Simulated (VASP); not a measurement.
Calculation: PBE GGA, VASP's PBE PAW potentials (set 64) (plane waves; VASP 6.6.1).

Input for VASP

File KPOINTS:
```
Automatic mesh
0
Gamma
17 17 17
0 0 0
```

**INCAR**
```
SYSTEM  =  Nb
PREC  =  Normal; ENCUT  =  400; LREAL  =  .FALSE.
LASPH  =  .TRUE.
EDIFF  =  1E-5; NELM  =  100; NELMIN  =  4
ALGO  =  Fast; LMAXMIX  =  4
ISMEAR  =  1; SIGMA  =  0.1
GGA  =  PE
IBRION  =  2; NSW  =  20; ISIF  =  2
EDIFFG  =  -0.03
LWAVE  =  .FALSE.; LCHARG  =  .FALSE.
```

**POSCAR**
```
Nb
1
   -1.6543052960     1.6543052960     1.6543052960
    1.6543052960    -1.6543052960     1.6543052960
    1.6543052960     1.6543052960    -1.6543052960
Nb
1
Direct
  0.0000000000   0.0000000000   0.0000000000
```

POTCAR, in this order: Nb_sv (PBE.64 set). Program: vasp_std.

Task: Predict the energy per atom (σ→0), band gap (on the k-mesh).

Result: 
```yaml
energy per atom (σ→0): -10.213 eV/atom
band gap (on the k-mesh): none (metal, semimetal or under 0.01 eV)
```

**OSZICAR**
```
...
RMM:  11    -0.102125236859E+02   -0.41874E-03   -0.35068E-03  4731   0.433E-01    0.160E-01
RMM:  12    -0.102125262305E+02   -0.25445E-05   -0.11232E-03  4521   0.288E-01    0.997E-02
RMM:  13    -0.102125931705E+02   -0.66940E-04   -0.73715E-04  3951   0.178E-01    0.863E-02
RMM:  14    -0.102126261466E+02   -0.32976E-04   -0.30412E-04  3487   0.129E-01    0.888E-02
RMM:  15    -0.102126528724E+02   -0.26726E-04   -0.21347E-04  3320   0.948E-02    0.103E-01
RMM:  16    -0.102126407235E+02    0.12149E-04   -0.12182E-04  3749   0.127E-01    0.407E-02
RMM:  17    -0.102126434804E+02   -0.27569E-05   -0.81150E-05  3359   0.106E-01
   1 F= -.10212643E+02 E0= -.10212834E+02  d E =-.102126E+02
```

The compound is Nb in the bcc structure. It was relaxed first.
